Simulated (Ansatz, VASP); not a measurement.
# CsSnH3: VASP beside Ansatz

Wanted: the spread between two codes on one cell, functional and k mesh. The cell is generated by rule, not measured, and may not be a known phase. The cell is taken from a series of runs on this material, whose earlier steps may have relaxed, scaled, displaced or heated it; both programs get it as it stands.

Main program and level: Ansatz 0.2.0; plane waves, with VASP 6.6.1 beside it; zone-centre phonons at PBEsol.

The structure was built from a prototype and need not be the compound's stable phase.

## 1. Set-up

Symmetry: P4mm, No. 99, tetragonal system. The conventional cell has a = 4.260 Å, b = 4.260 Å, c = 5.039 Å, α = 90.00°, β = 90.00°, γ = 90.00°. Nearest to Cs lie 12 H at 3.15 to 3.32 Å. Sn has 5 H at 1.82 to 2.14 Å nearest. Nearest to H lie 2 Sn at 2.14 Å and 6 H at 2.69 to 3.01 Å and 4 Cs at 3.28 to 3.32 Å. Nearest to H lie 1 Sn at 1.82 Å and 4 H at 2.69 Å and 4 Cs at 3.15 Å. Farther neighbours are not listed.

## 2. VASP: zone-centre phonons, PBEsol

Second derivatives magnify differences that forces hide, and they need a tight electronic threshold.

Lines of VASP's logs that name or quote its potential files are left out, and so is its time.

INCAR

```
SYSTEM = CsSnH3
PREC = Accurate
ENCUT = 500
EDIFF = 1E-08
NELM = 120
ISMEAR = 1
SIGMA = 0.2
LREAL = .FALSE.
ALGO = Normal
GGA = PS
NBANDS = 19
LORBIT = 11
LWAVE = .FALSE.
LCHARG = .FALSE.
ISIF = 2
IBRION = 8
LASPH = .TRUE.
GGA_COMPAT = .FALSE.
KPAR = 2
```

POSCAR

```
CsSnH3
1.0
    4.2598693240      0.0000000000      0.0000000000
    0.0000000000      4.2598693240      0.0000000000
    0.0000000000      0.0000000000      5.0394647463
Cs Sn H
1 1 3
Direct
    0.0000000000      0.0000000000      0.9669286636
    0.5000000000      0.5000000000      0.5081643879
    0.5000000000      0.0000000000      0.4719776864
    0.5000000000      0.5000000000      0.1475503743
    0.0000000000      0.5000000000      0.4719776864
```

KPOINTS

```
Automatic mesh
0
Gamma
8 8 8
0 0 0
```

Potentials, in the order of the species: Cs_sv, Sn_d and H (PBE family, release 64).

On the command line:

```
> mpirun -np 2 vasp_std
```

Numbers of over 12 decimals in the logs are rounded to 6 here.

The log of the run:

```text
[banner, memory and clock lines left out]
running    2 mpi-ranks, on    1 nodes
 distrk:  each k-point on    1 cores,    2 groups
 distr:  one band on    1 cores,    1 groups

 POSCAR found type information on POSCAR CsSnH
 POSCAR found :  3 types and       5 ions
|                                                                             |
|               ----> ADVICE to this user running VASP <----                  |
|                                                                             |
|     You enforced a specific xc type in the INCAR file but a different       |
|     [... a line on the potential file left out ...]
|     I HOPE YOU KNOW WHAT YOU ARE DOING!                                     |
|                                                                             |

 LDA part: xc-table for (Slater+PW92), standard interpolation
 POSCAR, INCAR and KPOINTS ok, starting setup
 FFT: planning ... GRIDC
 FFT: planning ... GRID_SOFT
 FFT: planning ... GRID
 WAVECAR not read
 entering main loop
       N       E                     dE             d eps       ncg     rms          rms(c)
DAV:   1     0.188256003204E+03    0.18826E+03   -0.12320E+04  2873   0.148E+03
DAV:   2     0.639195599807E+01   -0.18186E+03   -0.17531E+03  3002   0.348E+02
DAV:   3    -0.152622977578E+02   -0.21654E+02   -0.21431E+02  3222   0.113E+02
DAV:   4    -0.160383075434E+02   -0.77601E+00   -0.77475E+00  3607   0.233E+01
DAV:   5    -0.160514297164E+02   -0.13122E-01   -0.13121E-01  3480   0.317E+00    0.473E+00
DAV:   6    -0.153993274413E+02    0.65210E+00   -0.58213E-01  3968   0.549E+00    0.236E+00
DAV:   7    -0.152106908460E+02    0.18864E+00   -0.78824E-01  3501   0.493E+00    0.566E-01
DAV:   8    -0.152192520158E+02   -0.85612E-02   -0.13196E-01  3212   0.236E+00    0.221E-01
DAV:   9    -0.152177482783E+02    0.15037E-02   -0.66426E-03  3781   0.734E-01    0.786E-02
DAV:  10    -0.152178500502E+02   -0.10177E-03   -0.10660E-03  3421   0.251E-01    0.424E-02
DAV:  11    -0.152178536489E+02   -0.35987E-05   -0.18747E-04  3780   0.994E-02    0.147E-02
DAV:  12    -0.152178486153E+02    0.50336E-05   -0.40947E-05  3473   0.351E-02    0.595E-03
DAV:  13    -0.152178487686E+02   -0.15338E-06   -0.34785E-06  3242   0.121E-02    0.122E-03
DAV:  14    -0.152178489258E+02   -0.15716E-06   -0.47566E-07  3716   0.452E-03    0.115E-03
DAV:  15    -0.152178488606E+02    0.65163E-07   -0.94700E-08  3312   0.165E-03    0.156E-04
DAV:  16    -0.152178488681E+02   -0.74806E-08   -0.16162E-08  2781   0.726E-04
   1 F= -.15217849E+02 E0= -.15218127E+02  d E =0.834599E-03
 Linear response reoptimize wavefunctions to high precision
DAV:   1    -0.152178488724E+02   -0.42583E-08   -0.78295E-10  2280   0.193E-04
DAV:   2    -0.152178488724E+02   -0.25466E-10   -0.92147E-11  1782   0.827E-05
 Linear response DOF=           9
 Linear response progress:
  Degree of freedom:   1/  9
       N       E                     dE             d eps       ncg     rms          rms(c)
RMM:   1    -0.183328637326E+00   -0.18333E+00    0.12032E-01 11964   0.144E+00
RMM:   2    -0.184303629418E+00   -0.97499E-03   -0.34264E-03 11781   0.331E-01    0.152E-02
RMM:   3    -0.184421447730E+00   -0.11782E-03   -0.12580E-04 12761   0.695E-02    0.621E-03
RMM:   4    -0.184408379312E+00    0.13068E-04   -0.26878E-05 13326   0.252E-02    0.340E-03
RMM:   5    -0.184389998723E+00    0.18381E-04   -0.84068E-07 12680   0.621E-03    0.130E-03
RMM:   6    -0.184372248601E+00    0.17750E-04   -0.12961E-07 13043   0.252E-03    0.351E-04
RMM:   7    -0.184367862466E+00    0.43861E-05   -0.31863E-08 12949   0.831E-04    0.974E-05
RMM:   8    -0.184365825627E+00    0.20368E-05   -0.32800E-09 13308   0.261E-04    0.347E-05
RMM:   9    -0.184365797888E+00    0.27739E-07   -0.60654E-09 13617   0.114E-04    0.119E-05
RMM:  10    -0.184365922126E+00   -0.12424E-06   -0.96816E-09 13341   0.620E-05    0.288E-06
RMM:  11    -0.184365910964E+00    0.11162E-07    0.92654E-09 13953   0.453E-05    0.102E-06
RMM:  12    -0.184365897794E+00    0.13170E-07   -0.20212E-08 11947   0.397E-05    0.249E-07
RMM:  13    -0.184365895435E+00    0.23588E-08   -0.15754E-08  9749   0.385E-05    0.181E-07
 first order change of Fermi-energy  -0.13318E-04
 force on displaced ion       1 direction 1 :  -1.113   0.000  -0.000
 Linear response progress:
  Degree of freedom:   2/  9
       N       E                     dE             d eps       ncg     rms          rms(c)
RMM:   1    -0.194813825180E+00   -0.19481E+00    0.13470E-01  5261   0.150E+00
RMM:   2    -0.195202977901E+00   -0.38915E-03   -0.46605E-03  5239   0.372E-01    0.183E-02
RMM:   3    -0.195318900961E+00   -0.11592E-03   -0.18589E-04  5399   0.792E-02    0.773E-03
RMM:   4    -0.195291734719E+00    0.27166E-04   -0.35777E-05  5677   0.298E-02    0.387E-03
[...]
Linear response progress:
  Degree of freedom:   3/  9
       N       E                     dE             d eps       ncg     rms          rms(c)
RMM:   1    -0.215132778778E+00   -0.21513E+00    0.46000E-01  7560   0.938E+00
RMM:   2    -0.221991923368E+00   -0.68591E-02   -0.13975E-02 11258   0.825E-01    0.745E-02
RMM:   3    -0.221993254895E+00   -0.13315E-05   -0.10768E-03 12447   0.236E-01    0.412E-02
RMM:   4    -0.221870652448E+00    0.12260E-03   -0.11640E-04 13192   0.807E-02    0.955E-03
[...]
RMM:  15    -0.225619513678E+00    0.50782E-08    0.37593E-09  5302   0.471E-05    0.593E-07
 first order change of Fermi-energy  -0.39794E+00
 force on displaced ion       2 direction 3 :  -0.000   0.000 -11.705
 Linear response progress:
  Degree of freedom:   5/  9
       N       E                     dE             d eps       ncg     rms          rms(c)
RMM:   1    -0.153053367579E-01   -0.15305E-01   -0.86623E-03 11599   0.367E-01
RMM:   2    -0.150449204689E-01    0.26042E-03   -0.27142E-04 11246   0.682E-02    0.565E-02
RMM:   3    -0.153037601964E-01   -0.25884E-03   -0.51851E-05 12509   0.304E-02    0.325E-02
RMM:   4    -0.157862732936E-01   -0.48251E-03   -0.61232E-05 12224   0.296E-02    0.300E-03
RMM:   5    -0.158195295079E-01   -0.33256E-04   -0.14935E-06 12850   0.708E-03    0.782E-04
RMM:   6    -0.158155530462E-01    0.39765E-05   -0.88431E-08 13414   0.151E-03    0.441E-04
RMM:   7    -0.158167954124E-01   -0.12424E-05   -0.10263E-08 12455   0.580E-04    0.441E-05
RMM:   8    -0.158165252901E-01    0.27012E-06   -0.41890E-09 13466   0.119E-04    0.248E-05
RMM:   9    -0.158164777456E-01    0.47544E-07   -0.36003E-09 12967   0.535E-05    0.459E-06
RMM:  10    -0.158164671695E-01    0.10576E-07   -0.32595E-09 13789   0.224E-05    0.287E-06
RMM:  11    -0.158164665060E-01    0.66351E-09   -0.26260E-09 12940   0.150E-05    0.721E-07
 first order change of Fermi-energy   0.23017E-04
 force on displaced ion       3 direction 1 :  -0.850   0.000   0.000
 Linear response progress:
  Degree of freedom:   6/  9
       N       E                     dE             d eps       ncg     rms          rms(c)
RMM:   1    -0.168985075128E-01   -0.16899E-01   -0.27929E-03 11945   0.592E-01
RMM:   2    -0.168517797909E-01    0.46728E-04   -0.12570E-03 11375   0.141E-01    0.108E-01
RMM:   3    -0.172470022449E-01   -0.39522E-03   -0.95064E-05 12657   0.544E-02    0.621E-02
RMM:   4    -0.181871777600E-01   -0.94018E-03   -0.10906E-04 12261   0.593E-02    0.543E-03
RMM:   5    -0.182305815816E-01   -0.43404E-04   -0.44173E-06 12524   0.109E-02    0.220E-03
RMM:   6    -0.182364309486E-01   -0.58494E-05   -0.54140E-07 13439   0.285E-03    0.132E-03
RMM:   7    -0.182374918666E-01   -0.10609E-05    0.34073E-08 12445   0.995E-04    0.140E-04
RMM:   8    -0.182384985006E-01   -0.10066E-05   -0.48746E-09 13162   0.354E-04    0.700E-05
RMM:   9    -0.182383226824E-01    0.17582E-06   -0.82214E-10 13024   0.131E-04    0.298E-05
RMM:  10    -0.182383019727E-01    0.20710E-07    0.38789E-09 13997   0.393E-05    0.143E-05
RMM:  11    -0.182383043532E-01   -0.23805E-08    0.30882E-09 13631   0.198E-05    0.171E-06
 first order change of Fermi-energy  -0.15850E-03
 force on displaced ion       3 direction 2 :   0.000   3.138  -0.001
 Linear response progress:
  Degree of freedom:   7/  9
       N       E                     dE             d eps       ncg     rms          rms(c)
RMM:   1    -0.154305402945E-01   -0.15431E-01   -0.87926E-03  8742   0.384E-01
RMM:   2    -0.150419448921E-01    0.38860E-03   -0.29274E-04  8553   0.705E-02    0.551E-02
RMM:   3    -0.152812929681E-01   -0.23935E-03   -0.57035E-05  9139   0.320E-02    0.313E-02
RMM:   4    -0.157064170753E-01   -0.42512E-03   -0.60854E-05  9113   0.303E-02    0.393E-03
RMM:   5    -0.157532772817E-01   -0.46860E-04   -0.16936E-06  8956   0.752E-03    0.688E-04
RMM:   6    -0.157524857991E-01    0.79148E-06   -0.66128E-08  9420   0.197E-03    0.408E-04
RMM:   7    -0.157532647740E-01   -0.77897E-06   -0.10945E-08  9256   0.721E-04    0.132E-04
RMM:   8    -0.157534901273E-01   -0.22535E-06   -0.18545E-09  9813   0.208E-04    0.490E-05
RMM:   9    -0.157534111383E-01    0.78989E-07   -0.14944E-10  9453   0.663E-05    0.790E-06
RMM:  10    -0.157534045192E-01    0.66191E-08   -0.13215E-09  9559   0.322E-05    0.395E-06
 first order change of Fermi-energy   0.41171E-01
 force on displaced ion       3 direction 3 :   0.000   0.000  -1.338
 Linear response progress:
  Degree of freedom:   8/  9
       N       E                     dE             d eps       ncg     rms          rms(c)
RMM:   1    -0.159442323783E-01   -0.15944E-01   -0.89209E-03 13122   0.475E-01
RMM:   2    -0.154976512772E-01    0.44658E-03   -0.64357E-04 11429   0.106E-01    0.701E-02
RMM:   3    -0.157296508452E-01   -0.23200E-03   -0.74375E-05 12650   0.432E-02    0.399E-02
RMM:   4    -0.162334095125E-01   -0.50376E-03   -0.68053E-05 12398   0.379E-02    0.384E-03
RMM:   5    -0.162734478626E-01   -0.40038E-04   -0.96816E-07 12731   0.766E-03    0.822E-04
RMM:   6    -0.162710354477E-01    0.24124E-05   -0.45956E-09 13286   0.190E-03    0.388E-04
RMM:   7    -0.162719019664E-01   -0.86652E-06   -0.25818E-09 12846   0.631E-04    0.516E-05
RMM:   8    -0.162721231461E-01   -0.22118E-06    0.58147E-09 13268   0.130E-04    0.298E-05
RMM:   9    -0.162720987243E-01    0.24422E-07    0.98955E-11 12805   0.618E-05    0.485E-06
RMM:  10    -0.162720988651E-01   -0.14080E-09   -0.29827E-09 13964   0.225E-05    0.336E-06
 first order change of Fermi-energy  -0.98054E-05
 force on displaced ion       4 direction 1 :  -1.271   0.000  -0.000
 Linear response progress:
  Degree of freedom:   9/  9
       N       E                     dE             d eps       ncg     rms          rms(c)
RMM:   1    -0.164430635159E-01   -0.16443E-01    0.51966E-04  4686   0.913E-01
RMM:   2    -0.160792975078E-01    0.36377E-03   -0.12729E-03  5396   0.176E-01    0.990E-02
RMM:   3    -0.163573195577E-01   -0.27802E-03   -0.98360E-05  5232   0.556E-02    0.549E-02
RMM:   4    -0.169467771313E-01   -0.58946E-03   -0.10374E-04  5428   0.555E-02    0.613E-03
RMM:   5    -0.169835590418E-01   -0.36782E-04   -0.33196E-06  5412   0.156E-02    0.241E-03
RMM:   6    -0.169973782903E-01   -0.13819E-04   -0.37645E-07  5659   0.460E-03    0.815E-04
RMM:   7    -0.169981069450E-01   -0.72865E-06   -0.29251E-08  5334   0.179E-03    0.210E-04
RMM:   8    -0.169996192443E-01   -0.15123E-05   -0.41253E-09  5660   0.521E-04    0.790E-05
RMM:   9    -0.169992112275E-01    0.40802E-06   -0.17355E-09  5407   0.169E-04    0.210E-05
RMM:  10    -0.169992322858E-01   -0.21058E-07   -0.48964E-09  5863   0.668E-05    0.962E-06
RMM:  11    -0.169992202520E-01    0.12034E-07   -0.77044E-10  6052   0.265E-05    0.281E-06
RMM:  12    -0.169992191616E-01    0.10904E-08    0.12899E-09  5795   0.165E-05    0.120E-06
 first order change of Fermi-energy   0.21398E+00
 force on displaced ion       4 direction 3 :  -0.000   0.000  -7.615
 Linear response finished
```

(Part 1 of 2 ends here.)

[Lines on the potential files, build, host, timing and source positions are cut from VASP's logs without a mark.]

[Logs are printed without paths, hosts, clocks, repeated set-up lines and the standing remarks that a program may print on its own settings, such as how far it seeks lower states.]

[Hosts, paths, dates, database ids (printed as entryN), source tags and the programs' standing remarks are cut or masked in the printed files.]
